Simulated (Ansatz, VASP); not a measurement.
**Two plane-wave programs on CsAs3Pd4**

INCAR

```
ALGO     = Normal         # electronic algorithm
EDIFF    = 1E-6           # SCF threshold, eV
ENCUT    = 520            # plane-wave cutoff, eV
GGA      = PE             # functional
ISIF     = 2              # what is computed and relaxed
ISMEAR   = 1              # smearing method
IVDW     = 12             # dispersion correction
LASPH    = T              # aspherical terms in the spheres
LCHARG   = F              # write CHGCAR
LREAL    = F              # projectors in reciprocal space
LWAVE    = F              # write WAVECAR
NBANDS   = 42             # bands
NELM     = 100            # most SCF steps
PREC     = Accurate       # precision mode
SIGMA    = 0.017          # smearing width, eV
```

KPOINTS

```
k-points
0
Gamma
  4 4 2
```

File POSCAR:

```
CsAs3Pd4
1.0
    4.1382470000      0.0000000000      0.0000000000
    0.0000000000      4.1382470000      0.0000000000
    0.0000000000      0.0000000000      9.9220440000
Cs Pd As
1 4 3
Direct
    0.0000000000      0.0000000000      0.5000000000
    0.0000000000      0.5000000000      0.1632300000
    0.5000000000      0.0000000000      0.1632300000
    0.0000000000      0.5000000000      0.8367700000
    0.5000000000      0.0000000000      0.8367700000
    0.5000000000      0.5000000000      0.3015000000
    0.5000000000      0.5000000000      0.6985000000
    0.0000000000      0.0000000000      0.0000000000
```

Input for Ansatz:

```yaml
crystal:
  lattice:
    - [4.138247, 0.0, 0.0]
    - [0.0, 4.138247, 0.0]
    - [0.0, 0.0, 9.922044]
  atoms:
    - { symbol: Cs, position: [0.0, 0.0, 0.5] }
    - { symbol: Pd, position: [0.0, 0.5, 0.16323] }
    - { symbol: Pd, position: [0.5, 0.0, 0.16323] }
    - { symbol: Pd, position: [0.0, 0.5, 0.83677] }
    - { symbol: Pd, position: [0.5, 0.0, 0.83677] }
    - { symbol: As, position: [0.5, 0.5, 0.3015] }
    - { symbol: As, position: [0.5, 0.5, 0.6985] }
    - { symbol: As, position: [0.0, 0.0, 0.0] }
  symmetry: { tolerance: 0.0003 }
kpoints:
  mp_grid: { grid: [4, 4, 2], shift: [0, 0, 0] }
magnetization:
  spin_polarized: false
scf:
  occupations: { method: cold, width: 0.017 }
  convergence: { dr2_threshold: 1.0e-06 }
hamiltonian:
  pseudopotentials: { kind: paw }
  xc: pbe
  dispersion: d3bj
basis:
  ecutwfc: 420
output:
  forces: true
  stress: true
  eigenvalues: true
```

The cell was built by a generator and needn't be a form met in nature.

Alike in both runs: task single point; functional PBE; dispersion D3(BJ); k mesh 4 × 4 × 2; no spin polarisation.

```csv
,VASP,Ansatz
version,VASP 6.6.1,Ansatz 0.2.0
potentials or method,"VASP PAW PBE potentials, release 64 (Cs_sv, Pd, As)",PAW plane waves
plane-wave cutoff (eV),520,420
occupations,"methfessel-paxton of order 1, width 0.017 eV","cold, width 0.017 eV"
valence electrons in the cell,64,126
```

Ansatz gave:

```
gap on the k mesh at the Fermi level (eV)       : none
pressure (GPa)                                  : -1.7
largest component of the traceless stress (GPa) : 0.42
rms of the force components (eV/Å)              : 0.239
dispersion energy (meV/atom)                    : -459.7
```

Problem. Which values does VASP return?

Solution. gap on the k mesh at the Fermi level (eV): none; pressure (GPa): -1.6; largest component of the traceless stress (GPa): 0.41; rms of the force components (eV/Å): 0.240; dispersion energy (meV/atom): -459.6.

Atom by atom the forces differ by 0.004 eV/Å (rms over components). A gap of «none» marks a metal or a gap that the smearing closes. The two sets of potentials don't hold the same shells in valence. Ansatz warned: «force_scf_threshold_loose».

Caveats: the k mesh is coarse (spacing up to 0.38 Å⁻¹), so the values aren't converged; pairwise dispersion overbinds metals, which lowers pressure and volume. The runs have no spin-orbit coupling, so splittings on Cs are missing.
